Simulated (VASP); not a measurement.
All values below come from PBE GGA, VASP's PBE PAW potentials (set 64) (plane waves; VASP 6.6.1).

VASP ran on this input.

File KPOINTS:
```
K-points
0
G
 5 5 5
0 0 0
```

**POSCAR**
```
Y3Hf
1
   -2.3793460000     2.3793460000     5.2998600000
    2.3793460000    -2.3793460000     5.2998600000
    2.3793460000     2.3793460000    -5.2998600000
Y Hf
3 1
Direct
  0.5000000000   0.5000000000   0.0000000000
  0.7500000000   0.2500000000   0.5000000000
  0.2500000000   0.7500000000   0.5000000000
  0.0000000000   0.0000000000   0.0000000000
```

### INCAR
```
SYSTEM = Y3Hf
PREC = Accurate
ENCUT = 300
EDIFF = 1E-6
NELM = 100
ALGO = Normal
LREAL = .FALSE.
LASPH = .TRUE.
ISMEAR = 0
SIGMA = 0.2
GGA = PE
LMAXMIX = 6
LWAVE = .FALSE.
LCHARG = .FALSE.
ISIF = 2
```

POTCAR, in this order: Y_sv Hf_pv (PBE.64 set). Program: vasp_std.

Output of the run:

OUTCAR:
```
 ion  position               nearest neighbor table
   1  0.500  0.500  0.000-   4 3.36   4 3.36   4 3.36   4 3.36   3 3.56   2 3.56   3 3.56   2 3.56
                             3 3.56   3 3.56   2 3.56   2 3.56
   2  0.750  0.250  0.500-   3 3.36   3 3.36   3 3.36   3 3.36   4 3.56   1 3.56   4 3.56   4 3.56
                             1 3.56   1 3.56   4 3.56   1 3.56
   3  0.250  0.750  0.500-   2 3.36   2 3.36   2 3.36   2 3.36   4 3.56   1 3.56   4 3.56   1 3.56
                             4 3.56   4 3.56   1 3.56   1 3.56
   4  0.000  0.000  0.000-   1 3.36   1 3.36   1 3.36   1 3.36   3 3.56   2 3.56   3 3.56   3 3.56
                             2 3.56   2 3.56   3 3.56   2 3.56
  LATTYP: Found a body centered tetragonal cell.
 ALAT       =     4.7586920000
 C/A-ratio  =     2.2274440119
 Subroutine PRICEL returns:
 Original cell was already a primitive cell.
 Subroutine GETGRP returns: Found 16 space group operations
The static configuration has the point symmetry D_4h.
The dynamic configuration has the point symmetry D_4h.
 Subroutine INISYM returns: Found 16 space group operations
 Subroutine IBZKPT returns following result:
 Found     18 irreducible k-points:

 Following reciprocal coordinates:
            Coordinates               Weight
  0.000000  0.000000  0.000000      1.000000
  0.200000 -0.000000  0.000000      8.000000
  0.400000  0.000000  0.000000      8.000000
  0.200000  0.200000  0.000000      8.000000
  0.400000  0.200000 -0.000000     16.000000
 -0.400000  0.200000  0.000000     16.000000
 -0.200000  0.200000  0.000000      4.000000
  0.400000  0.400000  0.000000      8.000000
 -0.400000  0.400000  0.000000      4.000000
  0.200000  0.200000  0.200000      8.000000
 -0.200000  0.200000  0.200000      4.000000
 -0.400000  0.400000  0.200000      8.000000
 -0.200000  0.400000  0.200000      8.000000
 -0.400000 -0.400000  0.200000      8.000000
 -0.200000 -0.400000  0.200000      8.000000
 -0.200000 -0.200000  0.200000      2.000000
 -0.400000  0.400000  0.400000      4.000000
 -0.400000 -0.400000  0.400000      2.000000
   k-points           NKPTS =     18   k-points in BZ     NKDIM =     18   number of bands    NBANDS=     25
   number of dos      NEDOS =    301   number of ions     NIONS =      4
   total plane-waves  NPLWV =  46656
   dimension x,y,z NGX =    36 NGY =   36 NGZ =   36
   dimension x,y,z NGXF=    72 NGYF=   72 NGZF=   72
   ions per type =               3   1
   PREC   = accura    normal or accurate (medium, high low for compatibility)
   ISTART =      0    job   : 0-new  1-cont  2-samecut
   ICHARG =      2    charge: 1-file 2-atom 10-const
   ISPIN  =      1    spin polarized calculation?
   LNONCOLLINEAR =      F non collinear calculations
   LSORBIT =      F    spin-orbit coupling
   INIWAV =      1    electr: 0-lowe 1-rand  2-diag
   ENCUT  =  300.0 eV  22.05 Ry    4.70 a.u.   8.87  8.87  8.87*2*pi/ulx,y,z
   NELM   =    100;   NELMIN=  2; NELMDL= -5     # of ELM steps
   EDIFF  = 0.1E-05   stopping-criterion for ELM
   LREAL  =      F    real-space projection
   NLSPLINE    = F    spline interpolate recip. space projectors
   LMAXMIX     =    6 max onsite mixed and CHGCAR
   VOSKOWN=      0    Vosko Wilk Nusair interpolation
   EDIFFG = 0.1E-04   stopping-criterion for IOM
   NSW    =      0    number of steps for IOM
   NBLOCK =      1;   KBLOCK =      1    inner block; outer block
   IBRION =     -1    ionic relax: 0-MD 1-quasi-New 2-CG
   NFREE  =      0    steps in history (QN), initial steepest desc. (CG)
   ISIF   =      2    stress and relaxation
   ISYM   =      2    0-nonsym 1-usesym 2-fastsym
   TEIN   =    0.0    initial temperature
   TEBEG  =    0.0;   TEEND  =   0.0 temperature during run
   SMASS  =  -3.00    Nose mass-parameter (am)
   PSTRESS=    0.0 pullay stress
   NELECT =      43.0000    total number of electrons
   EFERMI =   0.00;   METHOD = LEGACY
   ISMEAR =     0;   SIGMA  =   0.20  broadening in eV -4-tet -1-fermi 0-gaus
...
```

**OSZICAR**
```
       N       E                     dE             d eps       ncg     rms          rms(c)
DAV:   1     0.154524610575E+03    0.15452E+03   -0.16998E+04   980   0.110E+03
DAV:   2    -0.103776123900E+02   -0.16490E+03   -0.16304E+03  1046   0.288E+02
DAV:   3    -0.284324454002E+02   -0.18055E+02   -0.17695E+02  1661   0.512E+01
DAV:   4    -0.294915816107E+02   -0.10591E+01   -0.10482E+01  1191   0.134E+01
DAV:   5    -0.295316237133E+02   -0.40042E-01   -0.39767E-01  1454   0.221E+00    0.539E+01
DAV:   6    -0.286983863435E+02    0.83324E+00   -0.17799E+00  1013   0.611E+00    0.313E+01
DAV:   7    -0.285491468189E+02    0.14924E+00   -0.20923E+00  1275   0.684E+00    0.524E+00
DAV:   8    -0.285067374623E+02    0.42409E-01   -0.57026E-01  1169   0.246E+00    0.218E+00
DAV:   9    -0.285012410899E+02    0.54964E-02   -0.46687E-02  1100   0.131E+00    0.666E-01
DAV:  10    -0.285005346554E+02    0.70643E-03   -0.88800E-03  1398   0.510E-01    0.134E-01
DAV:  11    -0.285005393499E+02   -0.46946E-05   -0.60208E-04  1293   0.105E-01    0.636E-02
DAV:  12    -0.285005516049E+02   -0.12255E-04   -0.52870E-05  1248   0.532E-02    0.110E-02
DAV:  13    -0.285005524950E+02   -0.89017E-06   -0.59623E-06  1070   0.115E-02
   1 F= -.28500552E+02 E0= -.28432807E+02  d E =-.135492E+00
```

OUTCAR:
```
------------------------ aborting loop because EDIFF is reached ----------------------------------------
  FORCE on cell =-STRESS in cart. coord.  units (eV):
  Direction    XX          YY          ZZ          XY          YZ          ZX
  --------------------------------------------------------------------------------------
  Total       -0.1594055     -0.1594055     -3.5020093      0.0000000      0.0000000      0.0000000
  in kB       -2.1280127     -2.1280127    -46.7507178      0.0000000      0.0000000      0.0000000
  external PRESSURE =     -17.0022477 kB  Pullay stress =       0.0000000 kB
  volume of cell :      120.02
      direct lattice vectors                 reciprocal lattice vectors
    -2.379346000  2.379346000  5.299860000     0.000000000  0.210141778  0.094342115
     2.379346000 -2.379346000  5.299860000     0.210141778  0.000000000  0.094342115
     2.379346000  2.379346000 -5.299860000     0.210141778  0.210141778  0.000000000
 POSITION                                       TOTAL-FORCE (eV/Angst)
 -----------------------------------------------------------------------------------
      0.00000      0.00000      5.29986        -0.000000      0.000000      0.000000
      0.00000      2.37935      2.64993        -0.000000      0.000000     -0.000000
      2.37935      0.00000      2.64993         0.000000     -0.000000      0.000000
      0.00000      0.00000      0.00000        -0.000000      0.000000      0.000000
 -----------------------------------------------------------------------------------
    total drift:                               -0.000000      0.000000      0.000000
  FREE ENERGIE OF THE ION-ELECTRON SYSTEM (eV)
  ---------------------------------------------------
  free  energy   TOTEN  =       -28.5005524950 eV

  energy  without entropy=      -28.3650606589  energy(sigma->0) =      -28.43280658
```
(Selected blocks of OUTCAR.)

At this cut-off the stress carries a Pulay error, which pulls relaxed volumes low.

The structure was generated: Y3Hf was put into an ordered model structure, which need not be its known phase. The cell was not relaxed at this level. The k-mesh is coarse (spacing up to 0.37 per Å, 2π included), so the numbers may not be converged in it. The electron count is odd and the run is not spin-polarised, which forces a metal.
